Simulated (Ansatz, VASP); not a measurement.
# Cross-check of CaTe6As2 between VASP and Ansatz

Wanted: the spread between two codes on one cell, functional and k mesh. The cell is invented: As first built, before any earlier steps moved the atoms: Ca for Sr, Te for O in the SrAs2O6 structure of space group P-31m. It may not be a known or stable phase. The structure shown is the end of the Ansatz relaxation below.

Main program and level: Ansatz 0.2.0; plane waves, with VASP 6.6.1 beside it; single point at r2SCAN.

### 1. Starting point

Symmetry: P-31m, No. 162, trigonal system. Conventional cell: a = 6.833 Å, b = 6.833 Å, c = 7.307 Å, α = 90.00°, β = 90.00°, γ = 120.00°. Nearest to Ca lie 6 Te at 3.27 Å. Nearest to As lie 6 Te at 2.85 Å. Te has 2 As at 2.85 Å and 1 Ca at 3.27 Å nearest. It derives from SrAs2O6. As first built, before any earlier steps moved the atoms: Ca for Sr, Te for O in the SrAs2O6 structure of space group P-31m. Farther neighbours and most contacts between anions are not listed.

### 2. Ansatz: relaxation, r2SCAN

Ansatz runs on its default PAW (the set named soft_2) files.

This run makes the geometry at which the two programs are then compared.

The input, input.yaml:

```yaml
crystal:
  lattice:
    - [6.0562805046, 0.0, 0.0]
    - [-3.0281402523, 5.2448927694, 0.0]
    - [0.0, 0.0, 6.767080859]
  atoms:
    - { symbol: Ca, position: [0.0, 0.0, 0.0] }
    - { symbol: As, position: [0.3333333333, 0.6666666667, 0.5] }
    - { symbol: As, position: [0.6666666667, 0.3333333333, 0.5] }
    - { symbol: Te, position: [0.0, 0.61644588, 0.69059964] }
    - { symbol: Te, position: [0.0, 0.38355412, 0.30940036] }
    - { symbol: Te, position: [0.38355412, 0.38355412, 0.69059964] }
    - { symbol: Te, position: [0.61644588, 0.61644588, 0.30940036] }
    - { symbol: Te, position: [0.38355412, 0.0, 0.30940036] }
    - { symbol: Te, position: [0.61644588, 0.0, 0.69059964] }
kpoints:
  mp_grid: { grid: [4, 4, 4] }
scf:
  occupations: { method: gaussian, width: 0.03 }
hamiltonian:
  xc: r2scan
output:
  forces: true
  stress: true
relax:
  f_tol: 0.02
  max_steps: 60
  cell: {}
```

The run is started by

```console
ansatz run input.yaml --threads 2 --pin off --max-ram 4096MiB --backend cpu --events-out ev --progress --plain --runs-dir out
```

Numbers of over 12 decimals in the logs are rounded to 6 here.

Log:

```text
Engine: ansatz 0.2.0, x86_64-unknown-linux-gnu
Pseudopotentials: kind: paw
Pseudopotential: Ca, paw, valence charge 10, recommended cutoff 500 eV (meta_gga), Ca.paw.azcp
Pseudopotential: As, paw, valence charge 15, recommended cutoff 500 eV (meta_gga), As.paw.azcp
Pseudopotential: Te, paw, valence charge 16, recommended cutoff 500 eV (meta_gga), Te.paw.azcp
Functional definition: r2SCAN
  parameter k0 = 0.174
  parameter k1 = 0.065
  parameter a1 = 4.9479
  exchange = r2scan_x(k0 = k0, k1 = k1, a1 = a1)
  correlation = r2scan_c
Crystal: 9 atoms, lattice volume = 214.953 Å³
Basis set: ecut = 500 eV, 5437 PW (Γ), exchange–correlation on 180×180×200 points (64 copies of the dense FFT grid, shifted against one another)
Bands: 82, of which v1, the nominal top of the filled ones, is band 68 counted from 1 (67 counted from 0)
Symmetry: 12 space group operations
Space group: P-31m (ITA 162), of the structure as read, at distance tolerance 6.0e-5 Å
k-points: 13 of 64
Non-local potential: Ca, projectors of the file, l = 0: 3, l = 1: 2, l = 2: 2
Non-local potential: As, projectors of the file, l = 0: 2, l = 1: 2, l = 2: 3, l = 3: 1
Non-local potential: Te, projectors of the file, l = 0: 2, l = 1: 2, l = 2: 2, l = 3: 2
PAW form: soft (Blöchl's): semilocal exchange-correlation on the pseudo side does not see the compensation charge
PAW frozen core: Ca, regenerated for the run's functional (the file was generated under x = pbe(κ = 0.804, μ = 0.219515), c = pbe(β = 0.066725))
PAW frozen core: As, regenerated for the run's functional (the file was generated under x = pbe(κ = 0.804, μ = 0.219515), c = pbe(β = 0.066725))
PAW frozen core: Te, regenerated for the run's functional (the file was generated under x = pbe(κ = 0.804, μ = 0.219515), c = pbe(β = 0.066725))
PAW one-centre angular grid: Ca, 302 points (default); XC on 160 Gauss nodes
PAW one-centre angular grid: As, 590 points (default); XC on 160 Gauss nodes
PAW one-centre angular grid: Te, 590 points (default); XC on 160 Gauss nodes
Initial density: superposition of atomic densities (neutral atoms: chi_scale 0, normalization atom), corrected by the library's trained network
Initial wavefunctions: pseudopotential atomic-orbital guess
Functional: x = r2scan, c = r2scan; τ floored in thin density (d = 2e-4 eV/Å³)
SCF iter   1: F=—  HF=-53502.002310 eV  |F-HF|=—  |Δ(HF+E_count)|=         —  Δρ=5.95e-3  dr2=5.70e-2  dr2_τ=1.20e-1  ethr=1.77e-3  ⟨swp⟩=8.1  Hψ=4744  notcnv=0  defer=17
preconditioner: auto → LDOS  [insulator: Δε(μ)=0.035 eV  Ē_g=10.006 eV  σ=0.030 eV  W_gap=0.51  n_scr=58 (ndim 8)  ℏωp=17.0 eV  f_vac=0.062  D(μ)=4.76/eV (n_scr^D=22)  ε∞_Penn≈3.9  β→1.0]
SCF iter   2: F=—  HF=-53502.303954 eV  |F-HF|=—  |Δ(HF+E_count)|=   3.02e-1  Δρ=2.20e-3  dr2=9.12e-3  dr2_τ=7.36e-4  ethr=4.19e-5  ⟨swp⟩=3.2  Hψ=2292  notcnv=0  defer=108
SCF iter   3: F=—  HF=-53502.301596 eV  |F-HF|=—  |Δ(HF+E_count)|=   2.36e-3  Δρ=7.92e-4  dr2=1.72e-3  dr2_τ=5.01e-5  ethr=6.71e-6  ⟨swp⟩=2.6  Hψ=1972  notcnv=0  defer=108
SCF iter   4: F=—  HF=-53502.301253 eV  |F-HF|=—  |Δ(HF+E_count)|=   3.43e-4  Δρ=3.03e-4  dr2=1.53e-4  dr2_τ=7.35e-6  ethr=1.26e-6  ⟨swp⟩=2.0  Hψ=1846  notcnv=0  defer=108
SCF iter   5: F=—  HF=-53502.301311 eV  |F-HF|=—  |Δ(HF+E_count)|=   5.81e-5  Δρ=8.32e-5  dr2=2.35e-5  dr2_τ=8.48e-7  ethr=1.12e-7  ⟨swp⟩=2.0  Hψ=1845  notcnv=0  defer=108
SCF iter   6: F=—  HF=-53502.301203 eV  |F-HF|=—  |Δ(HF+E_count)|=   1.08e-4  Δρ=3.58e-5  dr2=3.38e-6  dr2_τ=1.31e-7  ethr=1.73e-8  ⟨swp⟩=2.0  Hψ=1809  notcnv=0  defer=108
SCF iter   7: F=—  HF=-53502.301204 eV  |F-HF|=—  |Δ(HF+E_count)|=   7.55e-7  Δρ=1.25e-5  dr2=4.11e-7  dr2_τ=2.31e-8  ethr=2.49e-9  ⟨swp⟩=2.0  Hψ=1832  notcnv=0  defer=108
SCF iter   8: F=-53502.301204 eV  HF=-53502.301204 eV  |F-HF|=5.33e-9  |Δ(HF+E_count)|=   1.17e-7  Δρ=4.71e-6  dr2=4.68e-8  dr2_τ=8.45e-10  ethr=7.35e-11  ⟨swp⟩=5.0  Hψ=3451  notcnv=0
SCF 1 converged in 8 iterations: F = -53502.301204 eV  dr2 = 4.68e-8
  greatest PAW one-centre occupation: 1.000 electrons in one spin orbital (limit 2), on the As atom at site 2 (counted from 0), in its partial waves of l = 2
relax step   1: F+E_penalty+E_count = -53502.30120364 eV  Δ(F+E_penalty+E_count) = +0.000e0 eV  max|allowed force component| = 9.634e0 eV/Å  Δτ_max = 0.0000 Å  P = +56.838 GPa  Ω = 214.953 Å³  (8 SCF iters, dr2 threshold 1.00e-7 eV, accepted)
[...]
relax step   9: F+E_penalty+E_count = -53520.49544304 eV  Δ(F+E_penalty+E_count) = -7.820e-5 eV  max|allowed force component| = 4.209e-2 eV/Å  Δτ_max = 0.0330 Å  P = +0.001 GPa  Ω = 295.712 Å³  energy of the carried Pulay correction = -1.323e-2 eV  (7 SCF iters, dr2 threshold 4.90e-8 eV, accepted)
[...]
relax step  10: F+E_penalty+E_count = -53520.49752137 eV  Δ(F+E_penalty+E_count) = -2.078e-3 eV  max|allowed force component| = 7.940e-3 eV/Å  Δτ_max = 0.0182 Å  P = -0.029 GPa  Ω = 295.460 Å³  energy of the carried Pulay correction = -1.320e-2 eV  (6 SCF iters, dr2 threshold 1.11e-7 eV, accepted)
[...]
relax step  11: F+E_penalty+E_count = -53520.51491886 eV  Δ(F+E_penalty+E_count) = -1.740e-2 eV  max|allowed force component| = 7.846e-3 eV/Å  Δτ_max = 0.0000 Å  P = -0.023 GPa  Ω = 295.460 Å³  stress off target by 2.43e-2 GPa  SCF on the basis re-selected at this cell (its energy is not comparable with the rows above)  (8 SCF iters)
basis re-selected at this cell: Δ(F+E_penalty+E_count) = -1.740e-2 eV, ΔP = +0.006 GPa vs the last step (what re-selecting the basis moved, of the pressure what is left beyond the Pulay correction that the steps carried, after the strain that the cell walked since its last selection, with what the two solves' SCF thresholds leave and, on support functions, any second-order correction that the steps lacked; it is no measure of the basis error at this ecutwfc). The dense FFT grid was sized anew with the basis: this SCF ran on 50×50×54 points, the steps before it on 45×45×50, so part of this shift can come from that change (see relax.cell in the input reference). [rest of the remark cut]
SCF converged after 8 iterations
Free energy (F): -53520.514919 eV
Harris-Foulkes:  -53520.514919 eV  (|F-HF|=6.55e-11)
Internal energy: -53520.512675 eV  (E = F + TS)
E sigma→0 (E₀):  -53520.513797 eV
Entropy (-TS):   -0.002244 eV (-0.249 meV/atom)
Fermi energy:    7.625769 eV
--- Per-component energies (eV) ---
  E_band       = -2445.473719
  E_kinetic    = 1559.106521
  E_local      = -13661.262360  (includes V_loc(G=0)·N_el)
  E_nonlocal   = -3139.717821
  E_hartree    = 7865.108054
  E_xc         = -972.588678
  E_vxc        = -1028.701851  (∫ρ·V_xc dr)
  E_paw        = -32676.109960  (= ΣΔE_a)
  E_vpaw       = -1967.042539  (= ΣTr[D̂ρ^β])
  E_aug_tail   = -0.000240  (compensation charges beyond the density's cutoff)
  E_vtau       = 61.928390  (kinetic-family band-sum trace: ∫τ·v_τ [+ j·A + Jᵃ·Aᵃ] dr)
  E_ewald      = -12493.621843
  E_core_change = -1.426348  (= ΣΔE_core)
  E_smearing   = -0.002244  (= −TS)
  E_closure    = 0.000000  (closes the sum)
  Σ components = -53520.514919   (vs F -53520.514919, Δ=0.00e0)
--- Forces (eV/Å), atoms counted from 1 ---
  atom   1  Ca     0.00000000     0.00000000     0.00000000
  atom   2  As    -0.00000000     0.00000000     0.00000000
  atom   3  As     0.00000000    -0.00000000     0.00000000
  atom   4  Te     0.00392287    -0.00679461    -0.00404372
  atom   5  Te    -0.00392287     0.00679461     0.00404372
  atom   6  Te     0.00392287     0.00679461    -0.00404372
  atom   7  Te    -0.00392287    -0.00679461     0.00404372
  atom   8  Te     0.00784574    -0.00000000     0.00404372
  atom   9  Te    -0.00784574     0.00000000    -0.00404372
  max |Σ_I F_I| component: 2.89e-18 eV/Å
--- Stress (GPa, compression-positive) ---
       -0.022249       0.000000      -0.000000
        0.000000      -0.022249      -0.000000
       -0.000000      -0.000000      -0.024341
  P = ⅓ Tr σ = -0.0229 GPa (-0.229 kbar)
--- Relaxed structure (10 steps of the walk, 10 accepted, 1 SCFs on fresh bases) ---
  F+E_penalty+E_count = -53520.51491886 eV   max|allowed force component| = 7.846e-3 eV/Å   (the final SCF, on the basis selected at the relaxed cell)
  cell:  # Å, volume = 295.4597 Å³
    - [6.833024, 0, 0]
    - [-3.416512, 5.917572, 0]
    - [0, 0, 7.307043]
  atoms:
    - { symbol: Ca, position: [4.321124572104529e-19, 0, 3.702795547639331e-19] }
    - { symbol: As, position: [0.333333, 0.666667, 0.500000] }
    - { symbol: As, position: [0.666667, 0.333333, 0.500000] }
    - { symbol: Te, position: [-5.5511151231257815e-17, 0.592006, 0.767371] }
    - { symbol: Te, position: [-5.551115123125782e-17, 0.407994, 0.232629] }
    - { symbol: Te, position: [0.407994, 0.407994, 0.767371] }
    - { symbol: Te, position: [0.592006, 0.592006, 0.232629] }
    - { symbol: Te, position: [0.407994, 0, 0.232629] }
    - { symbol: Te, position: [0.592006, 0, 0.767371] }
```

### 3. VASP: single point, r2SCAN

The same cell, functional, mesh and smearing now go to VASP, with its own data sets and cutoff.

Lines of VASP's logs that name or quote its potential files are left out, and so is its time.

The input, INCAR:

```
SYSTEM = CaTe6As2
PREC = Accurate
ENCUT = 400
EDIFF = 1E-06
NELM = 100
ISMEAR = 0
SIGMA = 0.03
LREAL = .FALSE.
ALGO = Normal
METAGGA = R2SCAN
LASPH = .TRUE.
NBANDS = 37
LORBIT = 11
LWAVE = .FALSE.
LCHARG = .FALSE.
KPAR = 4
ISIF = 2
```

The input, POSCAR:

```
CaTe6As2
1.0
    6.8330239358      0.0000000000      0.0000000000
   -3.4165119679      5.9175723131      0.0000000000
    0.0000000000      0.0000000000      7.3070433278
Ca As Te
1 2 6
Direct
    0.0000000000      0.0000000000      0.0000000000
    0.3333333333      0.6666666667      0.5000000000
    0.6666666667      0.3333333333      0.5000000000
    0.0000000000      0.5920062826      0.7673705267
    0.0000000000      0.4079937174      0.2326294733
    0.4079937174      0.4079937174      0.7673705267
    0.5920062826      0.5920062826      0.2326294733
    0.4079937174      0.0000000000      0.2326294733
    0.5920062826      0.0000000000      0.7673705267
```

The input, KPOINTS:

```
Automatic mesh
0
Gamma
4 4 4
0 0 0
```

Potentials, in the order of the species: Ca_sv, As and Te (PBE family, release 64).

The run is started by

```console
mpirun -np 4 vasp_std
```

Log:

```text
[banner, memory and clock lines left out]
running    4 mpi-ranks, on    1 nodes
 distrk:  each k-point on    1 cores,    4 groups
 distr:  one band on    1 cores,    1 groups

 POSCAR found type information on POSCAR CaAsTe
 POSCAR found :  3 types and       9 ions
|                                                                             |
|               ----> ADVICE to this user running VASP <----                  |
|                                                                             |
|     You enforced a specific xc type in the INCAR file but a different       |
|     [... a line on the potential file left out ...]
|     I HOPE YOU KNOW WHAT YOU ARE DOING!                                     |
|                                                                             |

 LDA part: xc-table for (None), standard interpolation
 POSCAR, INCAR and KPOINTS ok, starting setup
 FFT: planning ... GRIDC
 FFT: planning ... GRID_SOFT
 FFT: planning ... GRID
 WAVECAR not read
 entering main loop
       N       E                     dE             d eps       ncg     rms          rms(c)
DAV:   1     0.132225973869E+03    0.13223E+03   -0.19383E+04   962   0.106E+03
DAV:   2    -0.174617949306E+03   -0.30684E+03   -0.30014E+03  1215   0.222E+02
DAV:   3    -0.198299916606E+03   -0.23682E+02   -0.23338E+02  1380   0.586E+01
DAV:   4    -0.199343187740E+03   -0.10433E+01   -0.10371E+01  1684   0.109E+01
DAV:   5    -0.199362258957E+03   -0.19071E-01   -0.19055E-01  1351   0.132E+00    0.108E+01
DAV:   6    -0.189587183481E+03    0.97751E+01   -0.38660E+00  1420   0.854E+00    0.766E+00
DAV:   7    -0.189702214443E+03   -0.11503E+00   -0.68675E-01  1530   0.267E+00    0.187E+00
DAV:   8    -0.189708480632E+03   -0.62662E-02   -0.30189E-02  1324   0.781E-01    0.543E-01
DAV:   9    -0.189708568429E+03   -0.87797E-04   -0.44585E-03  1356   0.333E-01    0.156E-01
DAV:  10    -0.189708745059E+03   -0.17663E-03   -0.62038E-04  1452   0.121E-01    0.417E-02
DAV:  11    -0.189708769956E+03   -0.24898E-04   -0.79467E-05  1359   0.457E-02    0.154E-02
DAV:  12    -0.189708782461E+03   -0.12505E-04   -0.16578E-05  1236   0.221E-02    0.611E-03
DAV:  13    -0.189708784277E+03   -0.18161E-05   -0.10618E-06   887   0.556E-03    0.227E-03
DAV:  14    -0.189708784376E+03   -0.98895E-07   -0.64336E-07   684   0.436E-03
   1 F= -.18970878E+03 E0= -.18970766E+03  d E =-.224308E-02
```

Parts of OUTCAR (step 3):

```text
ion  position               nearest neighbor table
   1  0.000  0.000  0.000-   8 3.27   9 3.27   6 3.27   7 3.27   4 3.27   5 3.27
   2  0.333  0.667  0.500-   4 2.85   8 2.85   5 2.85   9 2.85   7 2.85   6 2.85
   3  0.667  0.333  0.500-   5 2.85   9 2.85   4 2.85   8 2.85   6 2.85   7 2.85
   4  0.000  0.592  0.767-   2 2.85   3 2.85   1 3.27   6 3.59   6 3.59   9 3.59   9 3.59   5 3.62

  LATTYP: Found a hexagonal cell.
 ALAT       =     6.8330239358
 C/A-ratio  =     1.0693718325

 Subroutine GETGRP returns: Found 12 space group operations
 (whereof 12 operations were pure point group operations)

The static configuration has the point symmetry D_3d.

 Found     13 irreducible k-points:

   k-points           NKPTS =     13   k-points in BZ     NKDIM =     13   number of bands    NBANDS=     37

   dimension x,y,z NGX =    48 NGY =   48 NGZ =   48
   dimension x,y,z NGXF=    96 NGYF=   96 NGZF=   96

   ENCUT  =  400.0 eV  29.40 Ry    5.42 a.u.  11.14 11.14 11.92*2*pi/ulx,y,z

   NELECT =      56.0000    total number of electrons

 k-points in reciprocal lattice and weights: Automatic mesh
   0.00000000  0.00000000  0.00000000       0.016
   0.25000000  0.00000000  0.00000000       0.094
   0.50000000  0.00000000  0.00000000       0.047
   0.25000000  0.25000000  0.00000000       0.094
   0.00000000  0.00000000  0.25000000       0.031
   0.25000000  0.00000000  0.25000000       0.188
   0.50000000  0.00000000  0.25000000       0.094
   0.25000000  0.25000000  0.25000000       0.094
  -0.25000000  0.50000000  0.25000000       0.094
   0.00000000  0.00000000  0.50000000       0.016
   0.25000000  0.00000000  0.50000000       0.094
   0.50000000  0.00000000  0.50000000       0.047
   0.25000000  0.25000000  0.50000000       0.094

 average (electrostatic) potential at core
       1 -49.7848       2 -55.4714       3 -55.4714       4 -94.7763       5 -94.7763
       6 -94.7763       7 -94.7763       8 -94.7763       9 -94.7763

 E-fermi :   4.4929

 k-point     1 :       0.0000    0.0000    0.0000
  band No.  band energies     occupation
    ...
     22       2.2472      2.00000
     23       2.6734      2.00000
     24       2.6734      2.00000
     25       3.4098      2.00000
     26       4.0673      2.00000
     27       4.8935      0.00000
     28       4.8935      0.00000
     29       4.9008      0.00000
     30       4.9008      0.00000
     31       7.0842      0.00000
    ...

 k-point     2 :       0.2500    0.0000    0.0000
  band No.  band energies     occupation
    ...
     23       2.7650      2.00000
     24       2.9154      2.00000
     25       3.7805      2.00000
     26       3.8500      2.00000
     27       4.3282      2.00000
     28       4.5518      0.00544
     29       4.6551      0.00000
     30       4.8331      0.00000
     31       6.4599      0.00000
     32       6.5748      0.00000
    ...

 k-point     3 :       0.5000    0.0000    0.0000
  band No.  band energies     occupation
    ...
     25       3.4669      2.00000
     26       3.7514      2.00000
     27       3.9073      2.00000
     28       4.0590      2.00000
     29       4.4422      1.98316
     30       4.8220      0.00000
     31       6.1358      0.00000
     32       6.3490      0.00000
     33       6.5264      0.00000
     34       7.3001      0.00000
    ...

  Total       -0.0659632     -0.0659632     -0.0671485      0.0000000      0.0000000      0.0000000
  in kB       -0.3576962     -0.3576962     -0.3641234      0.0000000      0.0000000      0.0000000
  external PRESSURE =      -0.3598386 kB  Pullay stress =       0.0000000 kB

  energy-cutoff  :      400.00
  volume of cell :      295.46
      direct lattice vectors                 reciprocal lattice vectors
     6.833023936  0.000000000  0.000000000     0.146348090  0.084494109  0.000000000
    -3.416511968  5.917572313  0.000000000     0.000000000  0.168988218  0.000000000
     0.000000000  0.000000000  7.307043328     0.000000000  0.000000000  0.136854259

 POSITION                                       TOTAL-FORCE (eV/Angst)
 -----------------------------------------------------------------------------------
      0.00000      0.00000      0.00000        -0.000000      0.000000      0.000000
     -0.00000      3.94505      3.65352         0.000000      0.000000      0.000000
      3.41651      1.97252      3.65352         0.000000     -0.000000     -0.000000
     -2.02260      3.50324      5.60721         0.007806     -0.013521     -0.008765
     -1.39392      2.41433      1.69983        -0.007806      0.013521      0.008765
      1.39392      2.41433      5.60721         0.007806      0.013521     -0.008765
      2.02260      3.50324      1.69983        -0.007806     -0.013521      0.008765
      2.78783      0.00000      1.69983         0.015612     -0.000000      0.008765
      4.04519      0.00000      5.60721        -0.015612      0.000000     -0.008765
 -----------------------------------------------------------------------------------
    total drift:                               -0.000000      0.000000      0.000000

  FREE ENERGIE OF THE ION-ELECTRON SYSTEM (eV)
  ---------------------------------------------------
  free  energy   TOTEN  =      -189.7087843762 eV

  energy  without entropy=     -189.7065412946  energy(sigma->0) =     -189.70766284

 total charge
# of ion       s       p       d       tot
------------------------------------------
    1        2.032   5.840   0.180   8.053
    2        1.336   1.239   0.067   2.641
    3        1.336   1.239   0.067   2.641
    4        1.410   1.912   0.031   3.353
    5        1.410   1.912   0.031   3.353
    6        1.410   1.912   0.031   3.353
    7        1.410   1.912   0.031   3.353
    8        1.410   1.912   0.031   3.353
    9        1.410   1.912   0.031   3.353
--------------------------------------------------
tot         13.167  19.788   0.498  33.452

[... 3 further parts left out ...]
```

The run ends at a pressure of -0.04 GPa, with forces up to 0.018 eV/Å.

### 4. Comparison

Known differences besides the PAW data sets themselves: VASP keeps PBE cores, Ansatz makes them for the functional; the data sets hold 136 valence electrons in Ansatz (default PAW (the set named soft_2) files) and 56 in VASP; the cutoff is 500 eV in Ansatz and 400 eV in VASP; Ansatz's pressure holds a Pulay correction, VASP's none. Total energies have different zeros and are not compared.

Both answers:

| quantity | Ansatz | VASP | difference |
| --- | --- | --- | --- |
| pressure (GPa) | -0.02 | -0.04 | +0.01 |

At this near-relaxed geometry the largest component of a force difference is 8 meV/Å.

### 5. Looking for the cause

How far does this hang on the set-up? Further runs change one program's set-up at a time, as the table lists.

| run | difference in pressure (GPa) |
| --- | --- |
| as above | 0.013 |
| VASP with the data sets Ca_sv_GW, As_GW and Te_GW and a cutoff of 520 eV | 0.15 |

### 6. Results

```yaml
difference_in_pressure_single_point_r2scan: 0.013 GPa
```

**Reading.** The difference in pressure is 0.013 GPa (single point, r2SCAN), within the 1 GPa picked in this series as the mark of a large difference. For single point, r2SCAN: no further run halves the difference in pressure (one raises it to 0.15 GPa). Differences of this kind measure data sets and numerical settings, not the functional's error against experiment.

[Lines on the potential files, build, host, timing and source positions are cut from VASP's logs without a mark.]

[Logs are printed without paths, hosts, clocks, repeated set-up lines and the standing remarks that a program may print on its own settings, such as how far it seeks lower states.]

[Hosts, paths, dates, database ids (printed as entryN), source tags and the programs' standing remarks are cut or masked in the printed files.]
